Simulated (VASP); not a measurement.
Data:

```yaml
crystal:
  lattice:
    - [0.00000, 2.86604, 2.86604]
    - [2.86604, 0.00000, 2.86604]
    - [2.86604, 2.86604, 0.00000]
  atoms:
    - { symbol: Al, position: [0.00000, 0.00000, 0.00000] }
    - { symbol: As, position: [0.75000, 0.75000, 0.75000] }
```

The numbers are results of PBE GGA, VASP's PBE PAW potentials (set 64) (plane waves; VASP 6.6.1), not measurements. Run with 400 eV cut-off, 6×6×6 Γ-centred mesh, Gaussian smearing of 0.050 eV, potentials Al As.

Problem. Estimate the energy per atom (σ→0), band gap (on the k-mesh) with the smallest direct gap where there is one.

Solution. 
```json
{
 "band gap (on the k-mesh)": "1.49 eV",
 "smallest direct gap (on the k-mesh)": "1.76 eV",
 "energy per atom (σ→0)": "-4.689 eV/atom"
}
```

Total energies compare only between runs with the same potentials, cut-off and functional.

The structure comes from a computed database's AlAs entry (F-43m); how it stands against other phases isn't given here. It was relaxed first.
